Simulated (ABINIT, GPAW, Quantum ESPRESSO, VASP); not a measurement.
# Code comparison for N2 (P4_2/mnm, 4 atoms in the cell)

Self-consistent single point, at a second geometry (lattice scaled by 0.98). First geometry:

```yaml
crystal:
  lattice:
    - [4.14736, 0.00000, 0.00000]
    - [0.00000, 4.14736, 0.00000]
    - [0.00000, 0.00000, 5.42877]
  atoms:
    - { symbol: N, position: [0.90428, 0.90428, 0.00000] }
    - { symbol: N, position: [0.09572, 0.09572, 0.00000] }
    - { symbol: N, position: [0.59572, 0.40428, 0.50000] }
    - { symbol: N, position: [0.40428, 0.59572, 0.50000] }
```

Shared settings, as Quantum ESPRESSO writes them: occupations = fixed; K_POINTS = automatic 6 6 4 0 0 0. Potentials and cutoffs stand in the table.

| code | model | ΔF from the first geometry (meV/atom) | pressure (GPa) | largest force (eV/Å) | gap on the mesh (eV) | cutoff |
|---|---|---|---|---|---|---|
| Quantum ESPRESSO | PBEsol, PseudoDojo standard norm-conserving (PBESOL) pseudopotentials | -11.6 | 0.71 | 0.264 | 6.884 | 85 Ry |
| VASP | PBEsol, VASP's PBE PAW potentials (set 64) | 9.3 | -0.63 | 2.400 | 6.847 | 400 eV |
| GPAW | PBEsol, GPAW PAW datasets PBEsol (made by gpaw-setup) | -14.9 | – | 0.028 | 6.911 | 950 eV |
| ABINIT | PBEsol, norm-conserving pseudopotentials (PseudoDojo nc-sr-04 PBEsol standard) | -11.7 | 0.71 | 0.264 | 6.884 | 42 Ha |

For VASP (by 4.0 GPa) the energy change implies a higher mean pressure, against the two pressures, than for the other programs: a sign of finite-basis (Pulay) stress.

A dash marks a value that a program does not give, or that is left out as unsure.

Gaps are read on the mesh.

The spread over the programs that give each value: ΔF from the first geometry within 24.2 meV/atom; pressure within 1.34 GPa; largest force within 2.372 eV/Å; gap on the mesh within 0.064 eV.

The pressure of GPAW is left out: its cutoff lies under the one at which its stress was checked. In the pressure, VASP (by 1.34) lies more than 1 GPa from the median of the plane-wave programs. In the force vectors, VASP (by 2.136) and GPAW (by 0.292) lie more than 0.08 eV/Å from the median of the plane-wave programs.

VASP's run is marked for a possible Pulay error in its stress at this cutoff; no cutoff test was made.

VASP ran the fixed occupations as a Gaussian smearing of 0.01 eV.

The starting cell comes from a database of computed structures (which also holds hypothetical and non-ambient phases and stackings), without a prior relaxation at this level. Its lattice was rescaled by a random factor within 2.5 % of one. For this run, on top of that: lattice scaled by 0.98.

Left out of this page: Ansatz, CP2K, FLEUR and SIESTA (not drawn, or without a comparable value).
